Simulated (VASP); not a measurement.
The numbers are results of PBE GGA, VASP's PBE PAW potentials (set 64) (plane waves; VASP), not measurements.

The input files of a VASP run:

**KPOINTS**
```
kpoints
0
G
5 5 5
```

### POSCAR
```
SrCl2
1
    0.0000000000     3.5195765731     3.5195765731
    3.5195765731     0.0000000000     3.5195765731
    3.5195765731     3.5195765731     0.0000000000
Sr Cl
1 2
Direct
  1.0000000000   0.0000000000   1.0000000000
  0.2500000000   0.2500000000   0.2500000000
  0.7500000000   0.7500000000   0.7500000000
```

INCAR:
```
SYSTEM = SrCl2
PREC = Accurate
ENCUT = 400
EDIFF = 1E-6
NELM = 100
ALGO = Normal
LREAL = .FALSE.
LASPH = .TRUE.
ISMEAR = 0
SIGMA = 0.05
GGA = PE
LMAXMIX = 4
LWAVE = .FALSE.
LCHARG = .FALSE.
IBRION = 2
ISIF = 3
NSW = 60
EDIFFG = -0.02
```

POTCAR, in this order: Sr_sv Cl (PBE.64 set). Program: vasp_std.

What VASP printed:

OSZICAR:
```
       N       E                     dE             d eps       ncg     rms          rms(c)
DAV:   1     0.135208554707E+03    0.13521E+03   -0.10112E+04   320   0.110E+03
DAV:   2    -0.435852337246E+01   -0.13957E+03   -0.13401E+03   408   0.224E+02
DAV:   3    -0.128634346684E+02   -0.85049E+01   -0.84992E+01   464   0.604E+01
DAV:   4    -0.130742566359E+02   -0.21082E+00   -0.21078E+00   544   0.780E+00
DAV:   5    -0.130776942869E+02   -0.34377E-02   -0.34376E-02   472   0.788E-01    0.123E+01
DAV:   6    -0.127710462952E+02    0.30665E+00   -0.82128E-01   432   0.514E+00    0.807E+00
DAV:   7    -0.127799968027E+02   -0.89505E-02   -0.44769E-01   480   0.410E+00    0.210E+00
DAV:   8    -0.127859269834E+02   -0.59302E-02   -0.60733E-02   368   0.146E+00    0.314E-01
DAV:   9    -0.127874972884E+02   -0.15703E-02   -0.28079E-03   472   0.321E-01    0.115E-01
DAV:  10    -0.127887947095E+02   -0.12974E-02   -0.11042E-03   376   0.216E-01    0.313E-02
DAV:  11    -0.127888785560E+02   -0.83846E-04   -0.92198E-05   464   0.563E-02    0.369E-02
DAV:  12    -0.127888905296E+02   -0.11974E-04   -0.15269E-05   360   0.221E-02    0.987E-03
DAV:  13    -0.127888931048E+02   -0.25753E-05   -0.64214E-06   448   0.136E-02    0.327E-03
DAV:  14    -0.127888930030E+02    0.10186E-06   -0.34374E-07   296   0.414E-03
   1 F= -.12788893E+02 E0= -.12788893E+02  d E =-.127889E+02
```

**OUTCAR**
```
------------------------ aborting loop because EDIFF is reached ----------------------------------------
  FORCE on cell =-STRESS in cart. coord.  units (eV):
  Direction    XX          YY          ZZ          XY          YZ          ZX
  --------------------------------------------------------------------------------------
  Total        0.0454317      0.0454317      0.0454317      0.0000000      0.0000000     -0.0000000
  in kB        0.8347731      0.8347731      0.8347731      0.0000000      0.0000000     -0.0000000
  external PRESSURE =       0.8347731 kB  Pullay stress =       0.0000000 kB
  volume of cell :       87.20
      direct lattice vectors                 reciprocal lattice vectors
     0.000000000  3.519576573  3.519576573    -0.142062543  0.142062543  0.142062543
     3.519576573  0.000000000  3.519576573     0.142062543 -0.142062543  0.142062543
     3.519576573  3.519576573  0.000000000     0.142062543  0.142062543 -0.142062543
 POSITION                                       TOTAL-FORCE (eV/Angst)
 -----------------------------------------------------------------------------------
      0.00000      0.00000      0.00000         0.000000      0.000000     -0.000000
      1.75979      1.75979      1.75979        -0.000000     -0.000000     -0.000000
      5.27936      5.27936      5.27936         0.000000      0.000000      0.000000
 -----------------------------------------------------------------------------------
    total drift:                                0.000000     -0.000000      0.000000
  FREE ENERGIE OF THE ION-ELECTRON SYSTEM (eV)
  ---------------------------------------------------
  free  energy   TOTEN  =       -12.7888930030 eV

  energy  without entropy=      -12.7888930030  energy(sigma->0) =      -12.78889300

 reached required accuracy - stopping structural energy minimisation
```
(Selected blocks of OUTCAR.)

The compound is SrCl2 in the fluorite structure. It was relaxed first. The start is the result of an earlier pass.
